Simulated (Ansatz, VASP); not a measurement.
## Cross-check of HfRe (HfRe in the Bh ordering) between VASP and Ansatz

One calculation is typed for both programs; each brings its own data sets. How far apart do they land? The cell is generated by rule, not measured, and may not be a known phase. The cell is taken from a series of runs on this material, whose earlier steps may have relaxed, scaled, displaced or heated it; both programs get it as it stands.

Main program and level: Ansatz 0.2.0; plane waves, with VASP 6.6.1 beside it; zone-centre phonons at PBEsol.

The structure was built from a prototype and need not be the compound's stable phase.

## 1. The starting structure

The structure is hexagonal, space group P-6m2 (No. 187). The conventional cell has a = 3.100 Å, b = 3.100 Å, c = 4.230 Å, α = 90.00°, β = 90.00°, γ = 120.00°. Hf has 6 Re at 2.77 Å and 6 Hf at 3.10 Å nearest. Nearest to Re lie 6 Hf at 2.77 Å and 6 Re at 3.10 Å. Farther neighbours are not listed.

Structure file:

```cif
data_structure
_symmetry_space_group_name_H-M 'P-6m2'
_symmetry_Int_Tables_number 187
_cell_length_a 3.1003
_cell_length_b 3.1003
_cell_length_c 4.2295
_cell_angle_alpha 90.000
_cell_angle_beta 90.000
_cell_angle_gamma 120.000
_cell_volume 35.21
loop_
_atom_site_label
_atom_site_type_symbol
_atom_site_symmetry_multiplicity
_atom_site_Wyckoff_symbol
_atom_site_fract_x
_atom_site_fract_y
_atom_site_fract_z
_atom_site_occupancy
Hf1 Hf 1 a 0.00000 0.00000 0.00000 1
Re1 Re 1 d 0.33333 0.66667 0.50000 1
```

## 2. VASP: zone-centre phonons, PBEsol

Second derivatives magnify differences that forces hide, and they need a tight electronic threshold.

Lines of VASP's logs that name or quote its potential files are left out, and so is its time.

The input, INCAR:

```
SYSTEM = HfRe
PREC = Accurate
ENCUT = 600
EDIFF = 1E-08
NELM = 120
ISMEAR = 1
SIGMA = 0.2
LREAL = .FALSE.
ALGO = Normal
GGA = PS
NBANDS = 14
LASPH = .TRUE.
LORBIT = 11
LWAVE = .FALSE.
LCHARG = .FALSE.
ISIF = 2
IBRION = 8
GGA_COMPAT = .FALSE.
```

The input, POSCAR:

```
HfRe
1.0
    3.1003465042     -0.0000030107      0.0000000000
   -1.5501706447      2.6849803386      0.0000000000
    0.0000000000      0.0000000000      4.2295186350
Hf Re
1 1
Direct
    0.3333333333      0.6666666667      0.2500000000
    0.6666666667      0.3333333333      0.7500000000
```

The input, KPOINTS:

```
Automatic mesh
0
Gamma
6 6 4
0 0 0
```

The projector-augmented-wave data sets are Hf_pv and Re (PBE family, release 64).

The run is started by

```bash
$ mpirun -np 1 vasp_std
```

Numbers of over 12 decimals in the logs are rounded to 6 here.

Log:

```text
[banner, memory and clock lines left out]
running    1 mpi-ranks, on    1 nodes
 distrk:  each k-point on    1 cores,    1 groups
 distr:  one band on    1 cores,    1 groups

 POSCAR found type information on POSCAR HfRe
 POSCAR found :  2 types and       2 ions
|                                                                             |
|               ----> ADVICE to this user running VASP <----                  |
|                                                                             |
|     You enforced a specific xc type in the INCAR file but a different       |
|     [... a line on the potential file left out ...]
|     I HOPE YOU KNOW WHAT YOU ARE DOING!                                     |
|                                                                             |

 LDA part: xc-table for (Slater+PW92), standard interpolation
 POSCAR, INCAR and KPOINTS ok, starting setup
 FFT: planning ... GRIDC
 FFT: planning ... GRID_SOFT
 FFT: planning ... GRID
 WAVECAR not read
 entering main loop
       N       E                     dE             d eps       ncg     rms          rms(c)
DAV:   1     0.440419520352E+02    0.44042E+02   -0.96610E+03   912   0.143E+03
DAV:   2    -0.225956328039E+02   -0.66638E+02   -0.61732E+02   984   0.401E+02
DAV:   3    -0.242919440875E+02   -0.16963E+01   -0.16574E+01   936   0.493E+01
DAV:   4    -0.243178332824E+02   -0.25889E-01   -0.25849E-01   832   0.378E+00
DAV:   5    -0.243181107784E+02   -0.27750E-03   -0.27711E-03   836   0.366E-01    0.659E+01
DAV:   6    -0.236990764953E+02    0.61903E+00   -0.10533E+00  1024   0.243E+01    0.329E+01
DAV:   7    -0.238446539698E+02   -0.14558E+00   -0.22289E+00  1046   0.195E+01    0.176E+01
DAV:   8    -0.234019192485E+02    0.44273E+00   -0.12535E+00  1056   0.225E+01    0.332E+00
DAV:   9    -0.233957347001E+02    0.61845E-02   -0.60818E-02  1086   0.465E+00    0.113E+00
DAV:  10    -0.233943330896E+02    0.14016E-02   -0.27685E-03  1054   0.731E-01    0.597E-02
DAV:  11    -0.233943238163E+02    0.92734E-05   -0.96553E-05   920   0.976E-02    0.226E-02
DAV:  12    -0.233943230821E+02    0.73420E-06   -0.40660E-06   974   0.172E-02    0.139E-02
DAV:  13    -0.233943231920E+02   -0.10987E-06   -0.62749E-07   898   0.717E-03    0.207E-03
DAV:  14    -0.233943231584E+02    0.33595E-07   -0.26163E-08   684   0.162E-03    0.234E-03
DAV:  15    -0.233943231909E+02   -0.32498E-07   -0.34844E-09   474   0.106E-03    0.715E-04
DAV:  16    -0.233943231949E+02   -0.40129E-08   -0.16049E-09   432   0.883E-04
   1 F= -.23394323E+02 E0= -.23394335E+02  d E =0.368533E-04
 Linear response reoptimize wavefunctions to high precision
DAV:   1    -0.233943231956E+02   -0.75715E-09   -0.10912E-09   480   0.815E-04
DAV:   2    -0.233943231957E+02   -0.26375E-10   -0.71767E-10   384   0.561E-04
 Linear response DOF=           4
 Linear response progress:
  Degree of freedom:   1/  4
       N       E                     dE             d eps       ncg     rms          rms(c)
RMM:   1    -0.216174299141E+00   -0.21617E+00    0.40899E+00  2278   0.180E+01
RMM:   2    -0.204451586541E+00    0.11723E-01   -0.20905E-01  3371   0.275E+00    0.792E-01
RMM:   3    -0.205275672833E+00   -0.82409E-03   -0.69355E-03  3413   0.550E-01    0.158E-01
RMM:   4    -0.205041432959E+00    0.23424E-03   -0.13160E-03  4146   0.160E-01    0.210E-01
RMM:   5    -0.204782908109E+00    0.25852E-03   -0.22321E-04  4283   0.712E-02    0.339E-02
RMM:   6    -0.204750384867E+00    0.32523E-04   -0.80110E-05  4244   0.312E-02    0.713E-03
RMM:   7    -0.204750273414E+00    0.11145E-06   -0.21918E-05  4186   0.152E-02    0.172E-02
RMM:   8    -0.204751735404E+00   -0.14620E-05   -0.10674E-05  4151   0.813E-03    0.179E-02
RMM:   9    -0.204756193803E+00   -0.44584E-05   -0.38968E-05  4063   0.489E-03    0.240E-03
RMM:  10    -0.204757498440E+00   -0.13046E-05   -0.43846E-05  4052   0.313E-03    0.192E-02
RMM:  11    -0.204755158664E+00    0.23398E-05   -0.32673E-05  4295   0.208E-03    0.957E-03
RMM:  12    -0.204754616987E+00    0.54168E-06   -0.26731E-05  4467   0.140E-03    0.606E-03
RMM:  13    -0.204754615667E+00    0.13196E-08   -0.16879E-05  4433   0.105E-03    0.552E-03
RMM:  14    -0.204754220131E+00    0.39554E-06   -0.10748E-05  4283   0.892E-04    0.299E-03
RMM:  15    -0.204753985743E+00    0.23439E-06   -0.71761E-06  4489   0.777E-04    0.181E-03
RMM:  16    -0.204753961758E+00    0.23985E-07   -0.44966E-06  4493   0.695E-04    0.167E-03
RMM:  17    -0.204754027140E+00   -0.65382E-07   -0.33247E-06  3896   0.683E-04    0.844E-04
RMM:  18    -0.204754188208E+00   -0.16107E-06   -0.18801E-06  3926   0.662E-04    0.220E-04
RMM:  19    -0.204754343450E+00   -0.15524E-06   -0.11849E-06  4520   0.616E-04    0.220E-04
RMM:  20    -0.204754460142E+00   -0.11669E-06   -0.71820E-07  4021   0.604E-04    0.398E-04
RMM:  21    -0.204754462071E+00   -0.19281E-08   -0.26253E-07  3972   0.591E-04    0.207E-04
RMM:  22    -0.204754416339E+00    0.45731E-07   -0.20574E-07  4179   0.581E-04    0.550E-05
RMM:  23    -0.204754404055E+00    0.12284E-07   -0.15367E-10  4481   0.575E-04    0.934E-05
RMM:  24    -0.204754411038E+00   -0.69823E-08   -0.47637E-08  4416   0.572E-04    0.725E-05
 first order change of Fermi-energy   0.25598E-03
 force on displaced ion       1 direction 1 :   1.610  -0.004   0.000
 Linear response progress:
  Degree of freedom:   2/  4
       N       E                     dE             d eps       ncg     rms          rms(c)
RMM:   1    -0.240572774750E+00   -0.24057E+00    0.47836E+00   990   0.211E+01
RMM:   2    -0.237738187201E+00    0.28346E-02   -0.13933E-01  1253   0.242E+00    0.967E-01
RMM:   3    -0.239021943059E+00   -0.12838E-02   -0.57518E-03  1262   0.654E-01    0.304E-01
RMM:   4    -0.238868334252E+00    0.15361E-03   -0.12312E-03  1556   0.198E-01    0.241E-01
RMM:   5    -0.238545153165E+00    0.32318E-03   -0.14811E-04  1502   0.905E-02    0.513E-02
RMM:   6    -0.238501078399E+00    0.44075E-04   -0.45455E-05  1458   0.441E-02    0.173E-02
RMM:   7    -0.238522925050E+00   -0.21847E-04   -0.13495E-05  1563   0.203E-02    0.187E-02
RMM:   8    -0.238520303039E+00    0.26220E-05   -0.20942E-06  1535   0.933E-03    0.192E-02
RMM:   9    -0.238516647730E+00    0.36553E-05    0.18843E-06  1636   0.459E-03    0.159E-02
RMM:  10    -0.238511009725E+00    0.56380E-05   -0.53366E-06  1519   0.350E-03    0.674E-03
RMM:  11    -0.238504429099E+00    0.65806E-05   -0.11966E-06  1561   0.285E-03    0.340E-03
RMM:  12    -0.238505024640E+00   -0.59554E-06    0.49331E-07  1583   0.158E-03    0.132E-03
RMM:  13    -0.238504939590E+00    0.85050E-07   -0.84978E-07  1686   0.114E-03    0.750E-04
RMM:  14    -0.238504930876E+00    0.87141E-08   -0.16581E-06  1613   0.926E-04    0.172E-04
[...]
RMM:  18    -0.238504841685E+00    0.47788E-08   -0.14238E-06  1717   0.630E-04    0.175E-05
RMM:  19    -0.238504838511E+00    0.31744E-08   -0.10956E-06  1721   0.613E-04    0.189E-05
RMM:  20    -0.238504831592E+00    0.69182E-08   -0.15058E-06  1627   0.599E-04    0.795E-06
RMM:  21    -0.238504834480E+00   -0.28880E-08   -0.10808E-06  1677   0.591E-04    0.148E-05
RMM:  22    -0.238504836165E+00   -0.16852E-08   -0.14717E-06  1585   0.584E-04    0.185E-05
RMM:  23    -0.238504836623E+00   -0.45723E-09   -0.11262E-06  1534   0.581E-04    0.246E-05
RMM:  24    -0.238504835506E+00    0.11169E-08   -0.14114E-06  1544   0.578E-04    0.237E-05
RMM:  25    -0.238504834284E+00    0.12216E-08   -0.11385E-06  1579   0.577E-04    0.210E-05
 first order change of Fermi-energy   0.39090E-03
 force on displaced ion       1 direction 3 :   0.000   0.000  -4.672
 Linear response progress:
  Degree of freedom:   3/  4
       N       E                     dE             d eps       ncg     rms          rms(c)
RMM:   1    -0.829318909734E-01   -0.82932E-01   -0.37318E+00  1712   0.134E+02
RMM:   2    -0.152593556821E+00   -0.69662E-01   -0.71584E-02  3568   0.177E+00    0.284E-01
RMM:   3    -0.152326913359E+00    0.26664E-03   -0.13833E-03  3792   0.231E-01    0.171E-01
RMM:   4    -0.151984761660E+00    0.34215E-03   -0.36121E-04  3763   0.149E-01    0.179E-02
RMM:   5    -0.152013858361E+00   -0.29097E-04   -0.26175E-05  4030   0.271E-02    0.172E-02
RMM:   6    -0.152033263088E+00   -0.19405E-04   -0.36379E-06  3782   0.141E-02    0.909E-03
RMM:   7    -0.152040625032E+00   -0.73619E-05   -0.69451E-07  3530   0.885E-03    0.360E-03
RMM:   8    -0.152033930828E+00    0.66942E-05   -0.40999E-07  3608   0.541E-03    0.307E-03
RMM:   9    -0.152033134641E+00    0.79619E-06   -0.22429E-07  4223   0.153E-03    0.154E-03
RMM:  10    -0.152032895869E+00    0.23877E-06   -0.54541E-08  4123   0.753E-04    0.750E-04
RMM:  11    -0.152032643016E+00    0.25285E-06   -0.30204E-08  4174   0.553E-04    0.161E-04
RMM:  12    -0.152032685158E+00   -0.42142E-07   -0.64833E-08  4087   0.447E-04    0.104E-04
RMM:  13    -0.152032696996E+00   -0.11838E-07   -0.25230E-07  4213   0.416E-04    0.119E-05
RMM:  14    -0.152032699314E+00   -0.23183E-08   -0.23701E-07  4151   0.408E-04    0.197E-05
RMM:  15    -0.152032706102E+00   -0.67882E-08   -0.20164E-07  3964   0.393E-04    0.743E-06
RMM:  16    -0.152032702739E+00    0.33633E-08   -0.60112E-08  4275   0.392E-04    0.107E-05
 first order change of Fermi-energy  -0.32594E-03
 force on displaced ion       2 direction 1 :   1.615  -0.001   0.000
 Linear response progress:
  Degree of freedom:   4/  4
       N       E                     dE             d eps       ncg     rms          rms(c)
RMM:   1    -0.111937138120E+00   -0.11194E+00   -0.52583E+00   707   0.161E+02
RMM:   2    -0.188567037781E+00   -0.76630E-01   -0.80063E-02  1343   0.194E+00    0.675E-01
RMM:   3    -0.188467199541E+00    0.99838E-04   -0.42009E-03  1436   0.439E-01    0.292E-01
RMM:   4    -0.188695354060E+00   -0.22815E-03   -0.44227E-04  1555   0.142E-01    0.839E-02
RMM:   5    -0.188977140287E+00   -0.28179E-03   -0.12365E-04  1545   0.719E-02    0.248E-02
RMM:   6    -0.188987739585E+00   -0.10599E-04   -0.88614E-06  1395   0.254E-02    0.163E-02
RMM:   7    -0.188988244760E+00   -0.50517E-06   -0.20298E-06  1340   0.151E-02    0.347E-03
RMM:   8    -0.188980855127E+00    0.73896E-05   -0.97610E-07  1684   0.375E-03    0.170E-03
RMM:   9    -0.188976936272E+00    0.39189E-05   -0.29451E-07  1647   0.159E-03    0.509E-04
RMM:  10    -0.188978180959E+00   -0.12447E-05   -0.24157E-07  1517   0.122E-03    0.409E-04
RMM:  11    -0.188977654355E+00    0.52660E-06   -0.27959E-07  1628   0.672E-04    0.460E-05
RMM:  12    -0.188977802202E+00   -0.14785E-06   -0.31082E-07  1567   0.541E-04    0.243E-05
RMM:  13    -0.188977808214E+00   -0.60121E-08   -0.28370E-07  1630   0.492E-04    0.106E-05
RMM:  14    -0.188977782322E+00    0.25892E-07   -0.19654E-07  1677   0.468E-04    0.718E-06
RMM:  15    -0.188977782982E+00   -0.66009E-09   -0.27119E-07  1576   0.462E-04    0.443E-06
RMM:  16    -0.188977787296E+00   -0.43135E-08   -0.45831E-07  1614   0.455E-04    0.428E-06
RMM:  17    -0.188977788325E+00   -0.10294E-08   -0.55249E-07  1522   0.461E-04    0.427E-06
RMM:  18    -0.188977789863E+00   -0.15383E-08   -0.32000E-07  1364   0.465E-04    0.503E-06
 first order change of Fermi-energy  -0.37345E-03
 force on displaced ion       2 direction 3 :   0.000  -0.000  -4.680
 Linear response finished
```

Parts of OUTCAR (step 2):

```text
ion  position               nearest neighbor table
   1  0.333  0.667  0.250-   2 2.77   2 2.77   2 2.77   2 2.77   2 2.77   2 2.77
   2  0.667  0.333  0.750-   1 2.77   1 2.77   1 2.77   1 2.77   1 2.77   1 2.77

  LATTYP: Found a hexagonal cell.
 ALAT       =     3.1003465042
 C/A-ratio  =     1.3642083649

 Subroutine GETGRP returns: Found 12 space group operations
 (whereof  6 operations were pure point group operations)

The static configuration has the point symmetry C_3v.
 The point group associated with its full space group is D_3h.

 Found     21 irreducible k-points:

   k-points           NKPTS =     21   k-points in BZ     NKDIM =     21   number of bands    NBANDS=     14

   dimension x,y,z NGX =    28 NGY =   28 NGZ =   36
   dimension x,y,z NGXF=    56 NGYF=   56 NGZF=   72

   ENCUT  =  600.0 eV  44.10 Ry    6.64 a.u.   6.19  6.19  8.45*2*pi/ulx,y,z

   NELECT =      17.0000    total number of electrons

 k-points in reciprocal lattice and weights: Automatic mesh
   0.00000000  0.00000000  0.00000000       0.007
   0.16666667  0.00000000  0.00000000       0.042
   0.33333333  0.00000000  0.00000000       0.042
   0.50000000  0.00000000  0.00000000       0.021
   0.16666667  0.16666667  0.00000000       0.042
   0.33333333  0.16666667  0.00000000       0.083
   0.33333333  0.33333333  0.00000000       0.014
   0.00000000  0.00000000  0.25000000       0.014
   0.16666667  0.00000000  0.25000000       0.083
[...]
0.33333333  0.16666667  0.50000000       0.083
   0.33333333  0.33333333  0.50000000       0.014

 average (electrostatic) potential at core
       1 -35.1697       2 -40.1780

  Total        0.2982390      0.2982390     -0.8914493      0.0000000      0.0000000      0.0000000
  in kB       13.5716589     13.5716589    -40.5662797      0.0000000      0.0000000      0.0000000
  external PRESSURE =      -4.4743207 kB  Pullay stress =       0.0000000 kB

  energy-cutoff  :      600.00
  volume of cell :       35.21
      direct lattice vectors                 reciprocal lattice vectors
     3.100346504 -0.000003011  0.000000000     0.322544773  0.186220894  0.000000000
    -1.550170645  2.684980339  0.000000000     0.000000362  0.372442415  0.000000000
     0.000000000  0.000000000  4.229518635     0.000000000  0.000000000  0.236433525

 POSITION                                       TOTAL-FORCE (eV/Angst)
 -----------------------------------------------------------------------------------
      0.00000      1.78999      1.05738        -0.000000     -0.000000      0.000000
      1.55017      0.89499      3.17214         0.000000      0.000000      0.000000
 -----------------------------------------------------------------------------------
    total drift:                                0.000000     -0.000000      0.000000

 Eigenvectors and eigenvalues of the dynamical matrix
 ----------------------------------------------------

   1 f  =    3.541154 THz    22.249727 2PiTHz  118.120187 cm-1    14.645030 meV
             X         Y         Z           dx          dy          dz
      0.000002  1.789986  1.057380    -0.000000   -0.000000    0.714226
      1.550174  0.894991  3.172139     0.000000   -0.000000   -0.699915

   2 f  =    0.001693 THz     0.010640 2PiTHz    0.056488 cm-1     0.007004 meV
             X         Y         Z           dx          dy          dz
      0.000002  1.789986  1.057380     0.431558   -0.551354    0.000000
      1.550174  0.894991  3.172139     0.440071   -0.562230    0.000000

   3 f  =    0.001693 THz     0.010640 2PiTHz    0.056488 cm-1     0.007004 meV
             X         Y         Z           dx          dy          dz
      0.000002  1.789986  1.057380    -0.551354   -0.431558    0.000000
      1.550174  0.894991  3.172139    -0.562230   -0.440071    0.000000

   4 f/i=    0.001632 THz     0.010256 2PiTHz    0.054445 cm-1     0.006750 meV
             X         Y         Z           dx          dy          dz
      0.000002  1.789986  1.057380    -0.000000   -0.000000   -0.699915
      1.550174  0.894991  3.172139    -0.000000   -0.000000   -0.714226

   5 f/i=    2.079412 THz    13.065331 2PiTHz   69.361721 cm-1     8.599754 meV
             X         Y         Z           dx          dy          dz
      0.000002  1.789986  1.057380    -0.678789    0.221384   -0.000000
      1.550174  0.894991  3.172139     0.665658   -0.217102   -0.000000

   6 f/i=    2.079412 THz    13.065331 2PiTHz   69.361721 cm-1     8.599754 meV
             X         Y         Z           dx          dy          dz
      0.000002  1.789986  1.057380    -0.221384   -0.678789    0.000000
      1.550174  0.894991  3.172139     0.217102    0.665658    0.000000

 ELASTIC MODULI CONTR FROM IONIC RELAXATION (kBar)
 Direction    XX          YY          ZZ          XY          YZ          ZX
 --------------------------------------------------------------------------------
 XX          -0.0000      0.0000     -0.0000      0.0000      0.0000     -0.0000
 YY           0.0000     -0.0000      0.0000     -0.0000     -0.0000      0.0000
 ZZ          -0.0000      0.0000     -0.0000      0.0000      0.0000     -0.0000
 XY           0.0000     -0.0000      0.0000     -0.0000     -0.0000      0.0000
 YZ           0.0000     -0.0000      0.0000     -0.0000     -0.0000      0.0000
 ZX          -0.0000      0.0000     -0.0000      0.0000      0.0000     -0.0000
 --------------------------------------------------------------------------------
```

This run has no spin polarisation. Its electron count is odd, so without a moment it is a metal by construction. Energies printed during the response cycles are not total energies of the cell. The k-mesh is coarse for a metal. Harder data sets than Hf_pv exist (the GW ones), and pressures, volumes and forces can shift noticeably with them. The data set Re keeps the semicore shell frozen, which is cheaper and a little less accurate.

(Continued in part 2 of 2.)

[Lines on the potential files, build, host, timing and source positions are cut from VASP's logs without a mark.]

[Logs are printed without paths, hosts, clocks, repeated set-up lines and the standing remarks that a program may print on its own settings, such as how far it seeks lower states.]

[Hosts, paths, dates, database ids (printed as entryN), source tags and the programs' standing remarks are cut or masked in the printed files.]
